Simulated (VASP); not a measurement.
# MoS2: GW quasiparticle gap

Wanted: how far GW moves the Kohn-Sham levels of MoS2. The cell has space group P6_3/mmc. The start is a cell from a database of measured crystal structures.

Calculated with VASP 6.6.1; PBE, no spin polarisation; plane waves and PAW (Mo_sv_GW, S_GW), in the first sound run; inputs show where later runs differ.

Report form: the programs' logs are mostly left out.

The database entry behind the starting cell differs from later determinations by our own check (about 0.3 % long), so it need not match the best structure at ambient conditions.

**1. Set-up**

The structure is hexagonal, space group P6_3/mmc (No. 194). The conventional cell has a = 3.169 Å, b = 3.169 Å, c = 12.324 Å, α = 90.00°, β = 90.00°, γ = 120.00°. Mo has 6 S at 2.41 Å nearest. S has 3 Mo at 2.41 Å nearest. Farther neighbours and most contacts between anions are not listed.

Coordinates:

```xyz
6
Lattice="3.1690 0.0000 0.0000 -1.5845 2.7444 0.0000 0.0000 0.0000 12.3240" Properties=species:S:1:pos:R:3 pbc="T T T"
Mo    0.0000    1.8296    3.0810
Mo    1.5845    0.9148    9.2430
S     0.0000    1.8296    7.6779
S     1.5845    0.9148    1.5159
S     0.0000    1.8296   10.8081
S     1.5845    0.9148    4.6461
```

**2. Ground state**

The orbitals come from a self-consistent PBE run with a tight EDIFF and a narrow smearing. KPOINTS_OPT adds the bands along a path, which shows whether the mesh holds the band edges.

Contents of INCAR:

```
SYSTEM = MoS2
PREC = Accurate
ENCUT = 370
EDIFF = 1E-08
NELM = 100
ISMEAR = 0
SIGMA = 0.01
LREAL = .FALSE.
ALGO = Normal
GGA = PE
NBANDS = 32
LORBIT = 11
LWAVE = .TRUE.
LCHARG = .FALSE.
KPAR = 8
```

Contents of POSCAR:

```
MoS2
1.0
    3.1690000000      0.0000000000      0.0000000000
   -1.5845000000      2.7444345046      0.0000000000
    0.0000000000      0.0000000000     12.3240000000
Mo S
2 4
Direct
    0.3333333333      0.6666666667      0.2500000000
    0.6666666667      0.3333333333      0.7500000000
    0.3333333333      0.6666666667      0.6230000000
    0.6666666667      0.3333333333      0.1230000000
    0.3333333333      0.6666666667      0.8770000000
    0.6666666667      0.3333333333      0.3770000000
```

Contents of KPOINTS:

```
Automatic mesh
0
Gamma
6 6 2
0 0 0
```

Contents of KPOINTS_OPT:

```
Line mode
12
Line-mode
Reciprocal
  0.00000000   0.00000000   0.00000000 GAMMA
  0.50000000   0.00000000   0.00000000 M

  0.50000000   0.00000000   0.00000000 M
  0.33333333   0.33333333   0.00000000 K

  0.33333333   0.33333333   0.00000000 K
  0.00000000   0.00000000   0.00000000 GAMMA

  0.00000000   0.00000000   0.00000000 GAMMA
  0.00000000   0.00000000   0.50000000 A

  0.00000000   0.00000000   0.50000000 A
  0.50000000   0.00000000   0.50000000 L

  0.50000000   0.00000000   0.50000000 L
  0.33333333   0.33333333   0.50000000 H

  0.33333333   0.33333333   0.50000000 H
  0.00000000   0.00000000   0.50000000 A

  0.50000000   0.00000000   0.50000000 L
  0.50000000   0.00000000   0.00000000 M

  0.33333333   0.33333333   0.00000000 K
  0.33333333   0.33333333   0.50000000 H
```

Potentials, in the order of the species: Mo_sv_GW and S_GW (PBE family, release 64).

Started as:

```console
mpirun -np 8 vasp_std
```

Elapsed: 23 s, on 8 MPI ranks of Intel Xeon 6975P-C (Granite Rapids), shared host; peak memory 1.8 GiB; 2.9 min of CPU time.

This step gave:

```
free energy (TOTEN)               : -45.10 eV
Fermi energy                      : 7.531 eV
pressure                          : 1.967 GPa
least gap on mesh and path        : 0.8725 eV
least direct gap on mesh and path : 1.655 eV
```

The highest empty bands on the path are converged less tightly, to about 0.1 eV. The electronic bands at the labelled points (eV, zero at the valence-band top; v1 is the highest filled band, c1 the lowest empty one):

```csv
point,v4,v3,v2,v1,c1,c2,c3,c4
Γ,-2.14,-1.19,-1.15,0.00,2.09,2.10,2.12,2.17
0.45 of the way,-2.23,-1.48,-1.37,-1.24,1.23,1.65,1.87,1.98
M,-1.74,-1.54,-1.40,-1.28,1.60,1.64,1.99,2.25
0.45 of the way,-2.74,-2.34,-1.12,-0.94,1.48,1.60,2.23,2.43
K,-2.70,-2.70,-0.77,-0.61,1.05,1.05,1.84,2.83
0.45 of the way,-1.83,-1.75,-1.49,-1.47,0.87,1.65,1.76,1.85
Γ,-2.14,-1.19,-1.15,0.00,2.09,2.09,2.12,2.12
0.55 of the way,-2.14,-1.90,-0.59,-0.08,2.09,2.09,2.11,2.11
A,-2.16,-2.16,-0.27,-0.27,2.10,2.10,2.10,2.20
0.55 of the way,-2.15,-2.15,-1.49,-1.49,1.56,1.56,1.63,1.63
L,-1.64,-1.64,-1.33,-1.33,1.62,1.62,2.13,2.14
0.45 of the way,-2.58,-2.58,-1.02,-1.02,1.54,1.54,2.29,2.29
H,-2.87,-2.87,-0.70,-0.70,1.05,1.05,2.30,2.30
0.55 of the way,-1.70,-1.70,-1.40,-1.40,1.26,1.26,1.79,1.79
A,-2.16,-2.16,-0.27,-0.27,2.10,2.10,2.10,2.16
jump to L,-1.64,-1.64,-1.33,-1.33,1.62,1.62,2.13,2.13
0.45 of the way,-1.70,-1.57,-1.38,-1.29,1.60,1.63,2.05,2.22
M,-1.74,-1.54,-1.40,-1.28,1.60,1.64,1.99,2.25
jump to K,-2.70,-2.70,-0.77,-0.61,1.05,1.05,1.84,2.83
0.45 of the way,-2.76,-2.76,-0.75,-0.63,1.05,1.05,1.94,2.71
H,-2.87,-2.87,-0.70,-0.70,1.05,1.05,2.30,2.30
```

Of the projections kept (Mo, S), the largest for each band there; the rest of the weight can lie on other orbitals:

| point | v4 | v3 | v2 | v1 | c1 | c2 | c3 | c4 |
| --- | --- | --- | --- | --- | --- | --- | --- | --- |
| Γ | Mo 0.56 | S 0.95 | Mo 0.80 | Mo 0.65 | S 0.54 | S 0.54 | S 0.56 | S 0.57 |
| M | S 0.87 | S 0.85 | Mo 0.57 | Mo 0.66 | Mo 0.95 | Mo 0.94 | Mo 0.90 | Mo 0.89 |
| K | S 0.71 | S 0.71 | Mo 0.83 | Mo 0.80 | Mo 0.90 | Mo 0.90 | Mo 0.70 | Mo 0.76 |
| Γ | Mo 0.56 | S 0.95 | Mo 0.80 | Mo 0.65 | S 0.54 | S 0.54 | S 0.56 | S 0.56 |
| A | Mo 0.55 | Mo 0.55 | Mo 0.59 | Mo 0.59 | S 0.55 | S 0.55 | S 0.55 | S 0.59 |
| L | S 0.86 | S 0.86 | Mo 0.62 | Mo 0.62 | Mo 0.95 | Mo 0.95 | Mo 0.89 | Mo 0.89 |

The cell has a gap of 0.872 eV on mesh and path. Spin-orbit coupling is left out, which can shift or reorder these edges.

**3. Empty bands, functional PBE**

The next step needs empty bands that the ground-state run didn't converge, so the Hamiltonian is diagonalised exactly for NBANDS bands, in a single step. LOPTICS writes the k-derivatives of the orbitals (WAVEDER), which give the long-wavelength limit of the screening.

Contents of INCAR:

```
SYSTEM = MoS2
PREC = Accurate
ENCUT = 370
ISMEAR = 0
SIGMA = 0.01
LREAL = .FALSE.
GGA = PE
NBANDS = 544
ALGO = Exact
NELM = 1
LWAVE = .TRUE.
LCHARG = .FALSE.
LOPTICS = .TRUE.
NEDOS = 1000
CSHIFT = 0.1
```

POSCAR is that of step 2.

KPOINTS is that of step 2.

Started as:

```console
mpirun -np 8 vasp_std
```

The job ended after 18 s (8 MPI ranks; peak memory 2.4 GiB; 2.3 min of CPU time).

The gap is read on the k-mesh alone, so it is an upper bound where the band edges lie off the mesh.

A gap read on the k-mesh alone can miss the band edges.

This step gave:

```yaml
gap_on_the_k_mesh: 0.8817 eV
least_direct_gap_on_the_k_mesh: 1.655 eV
```

WAVECAR now holds 544 bands for 52 electrons. Its independent-particle dielectric tensor has xx, yy, zz = 16.7, 16.7, 10.0 on this mesh, which isn't tested for convergence in mesh or bands and lacks local fields.

**4. evGW0**

This step: evGW0 on PBE, no spin polarisation; plane waves and PAW (Mo_sv_GW, S_GW) (VASP 6.6.1).

The lowest NBANDSGW levels in G are updated for four passes while W stays fixed, so the result depends less on the starting levels.

Contents of INCAR:

```
SYSTEM = MoS2
PREC = Accurate
ENCUT = 370
ISMEAR = 0
SIGMA = 0.01
LREAL = .FALSE.
GGA = PE
NBANDS = 544
ALGO = EVGW0
NELMGW = 4
ENCUTGW = 170
NOMEGA = 48
PRECFOCK = Fast
NBANDSGW = 40
LWAVE = .FALSE.
LCHARG = .FALSE.
```

POSCAR is that of step 3.

KPOINTS is that of step 3.

Started as:

```console
mpirun -np 8 vasp_std
```

Wall time 79 min (8 MPI ranks); peak memory 5.8 GiB; 10 h of CPU time.

This step gave:

```yaml
quasiparticle_gap_on_the_mesh: 1.447 eV
smallest_direct_quasiparticle_gap_on_the_mesh: 2.286 eV
gap_of_the_starting_orbitals_on_the_mesh: 0.8817 eV
```

QP gap by iteration, by row:

```
iteration  gap (eV)  direct gap (eV)
        1     1.378            2.216
        2     1.438            2.277
        3     1.446            2.285
        4     1.447            2.286
```

GW takes the gap from 0.882 to 1.447 eV. Spin-orbit coupling is left out. The value holds for 544 bands, ENCUTGW = 170 eV and this mesh, and isn't shown to be converged in them. VASP warns that the automatic setting of its frequency mesh failed and advises more k points, so the value is in doubt.

**5. Orbitals for another starting point**

This step: PBE, no spin polarisation; plane waves and PAW (Mo_sv_GW, S_GW) (VASP 6.6.1).

A hybrid converges faster from good orbitals, so a cheap PBE run writes WAVECAR first.

Contents of INCAR:

```
SYSTEM = MoS2
PREC = Accurate
ENCUT = 370
EDIFF = 1E-05
NELM = 100
ISMEAR = 0
SIGMA = 0.01
LREAL = .FALSE.
ALGO = Normal
GGA = PE
NBANDS = 32
LORBIT = 11
LWAVE = .TRUE.
LCHARG = .FALSE.
KPAR = 8
```

POSCAR is that of step 4.

KPOINTS is that of step 4.

Started as:

```console
mpirun -np 8 vasp_std
```

Run time: 4.4 s. Hardware: 8 MPI ranks; peak memory 1.6 GiB.

This step gave:

```
Fermi energy      : 7.556 eV
pressure          : 1.924 GPa
gap on the k-mesh : 0.8814 eV
```

The run ends at a pressure of 1.92 GPa, with forces up to 0.033 eV/Å.

**6. Another starting point**

This step: HSE06, no spin polarisation; plane waves and PAW (Mo_sv_GW, S_GW) (VASP 6.6.1).

To see how much the result owes to its start, the ground state is made again with HSE06. EDIFF is tight for accurate orbitals, and a narrow smearing avoids fractional occupations.

Contents of INCAR:

```
SYSTEM = MoS2
PREC = Accurate
ENCUT = 370
EDIFF = 1E-08
NELM = 100
ISMEAR = 0
SIGMA = 0.01
LREAL = .FALSE.
ALGO = Normal
LHFCALC = .TRUE.
AEXX = 0.25
GGA = PE
HFSCREEN = 0.2
LASPH = .TRUE.
NBANDS = 32
PRECFOCK = Fast
LORBIT = 11
LWAVE = .TRUE.
LCHARG = .FALSE.
KPAR = 8
```

POSCAR is that of step 5.

KPOINTS is that of step 5.

The WAVECAR or CHGCAR of an earlier step is read.

Started as:

```console
mpirun -np 8 vasp_std
```

It took 11 min on 8 MPI ranks; peak memory 2.5 GiB.

The PAW data sets were made with PBE, which is usual practice but a small mismatch for other functionals.

Numbers from this step:

```
free energy (TOTEN)            : -52.9774 eV
Fermi energy                   : 7.281 eV
gap on the k-mesh              : 1.462 eV
least direct gap on the k-mesh : 2.133 eV
```

**7. Empty bands, functional HSE06**

ALGO = Exact makes the empty bands from the converged ground state in one step. LOPTICS writes the k-derivatives of the orbitals (WAVEDER), which give the long-wavelength limit of the screening.

Contents of INCAR:

```
SYSTEM = MoS2
PREC = Accurate
ENCUT = 370
ISMEAR = 0
SIGMA = 0.01
LREAL = .FALSE.
LHFCALC = .TRUE.
AEXX = 0.25
GGA = PE
HFSCREEN = 0.2
LASPH = .TRUE.
NBANDS = 544
PRECFOCK = Fast
ALGO = Exact
NELM = 1
LWAVE = .TRUE.
LCHARG = .FALSE.
LOPTICS = .TRUE.
NEDOS = 1000
CSHIFT = 0.1
```

POSCAR is that of step 6.

KPOINTS is that of step 6.

The WAVECAR or CHGCAR of an earlier step is read.

Started as:

```console
mpirun -np 8 vasp_std
```

It took 37 min on 8 MPI ranks; peak memory 4 GiB; 4.9 h of CPU time.

**8. G0W0**

This step: G0W0 on HSE06, no spin polarisation; plane waves and PAW (Mo_sv_GW, S_GW) (VASP 6.6.1).

One pass of GW corrects the levels to first order, with G and W from the starting orbitals.

Contents of INCAR:

```
SYSTEM = MoS2
PREC = Accurate
ENCUT = 370
ISMEAR = 0
SIGMA = 0.01
LREAL = .FALSE.
LHFCALC = .TRUE.
AEXX = 0.25
GGA = PE
HFSCREEN = 0.2
LASPH = .TRUE.
NBANDS = 544
PRECFOCK = Fast
ALGO = EVGW0
NELMGW = 1
ENCUTGW = 170
NOMEGA = 48
NBANDSGW = 40
LWAVE = .FALSE.
LCHARG = .FALSE.
```

POSCAR is that of step 7.

KPOINTS is that of step 7.

The run starts from files that an earlier step left in the folder.

Started as:

```console
mpirun -np 8 vasp_std
```

Run time: 19 min. Hardware: 8 MPI ranks; peak memory 6.3 GiB; 2.6 h of CPU time.

This step gave:

- quasiparticle gap on the mesh: 1.584 eV
- smallest direct quasiparticle gap on the mesh: 2.344 eV
- gap of the starting orbitals on the mesh: 1.462 eV

GW takes the gap from 1.462 to 1.584 eV. That is +206 meV against the one-shot pass on PBE. Spin-orbit coupling is left out. The value holds for 544 bands, ENCUTGW = 170 eV and this mesh, and isn't shown to be converged in them. VASP warns that the automatic setting of its frequency mesh failed and advises more k points, so the value is in doubt.

**9. Summary**

This step: GW series: evGW0 on PBE, G0W0 on HSE06; plane waves and PAW (VASP 6.6.1).

No new run; the numbers come from the runs before.

Cost is wall time times ranks on a shared host, with the step that makes the empty bands. GW runs:

| level | bands | ENCUTGW (eV) | NOMEGA | k mesh | starting gap (eV) | quasiparticle gap (eV) | direct gap (eV) | cost (core minutes) |
| --- | --- | --- | --- | --- | --- | --- | --- | --- |
| evGW0 on PBE | 544 | 170 | 48 | 6x6x2 | 0.8817 | 1.447 | 2.286 | 636.1 |
| G0W0 on HSE06 | 544 | 170 | 48 | 6x6x2 | 1.462 | 1.584 | 2.344 | 447.4 |

**10. Results**

```yaml
evgw0_on_pbe_544_bands_encutgw_170_ev_nomega_48_mesh_6x6x2: 0.882 → 1.447 eV
g0w0_on_hse06_544_bands_encutgw_170_ev_nomega_48_mesh_6x6x2: 1.462 → 1.584 eV
```

In words: evGW0 gives a quasiparticle gap of 1.447 eV on the mesh, 0.57 eV over the PBE gap on the same mesh. On mesh and path the starting valence top lies at Γ and the conduction bottom at (0.182, 0.182, 0), so the starting gap is indirect. At the starting level the gap on the GW mesh lies within 20 meV of that on the path. Over the final values of the levels run here the gap spans 1.45 to 1.58 eV. In evGW0 the first pass, which is the one-shot result, gives 1.378 eV and pass 4 gives 1.447 eV; the last pass changed the gap by +1 meV, so the loop is converged. One-shot gaps: 1.378 eV from PBE and 1.584 eV from HSE06. The starting gaps span 0.58 eV and the one-shot gaps 0.21 eV. Bands, response cutoff and mesh weren't tested for convergence. Spin-orbit coupling is left out; with Mo in the cell it can split or shift band edges, by an amount that depends on which atoms form them and isn't tested here. At HSE06 the same positions carry forces of up to 0.58 eV/Å. VASP warned that the automatic setting of its frequency mesh failed, and advised more k points, in all GW runs. Those values are in doubt. Not tabulated here, as repeats of values shown or as unfit to read for their mesh, reference level or band range: eps2 curves (empty bands); eps1 curves and static values (empty bands); gaps (empty bands).

[Lines on the potential files, build, host, timing and source positions are cut from VASP's logs without a mark.]

[Logs are printed without paths, hosts, clocks, repeated set-up lines and the standing remarks that a program may print on its own settings, such as how far it seeks lower states.]

[Hosts, paths, dates, database ids (printed as entryN), source tags and the programs' standing remarks are cut or masked in the printed files.]

[Pressures printed for these runs are not shown converged in the cutoff: they can be off by several GPa and have the wrong sign.]
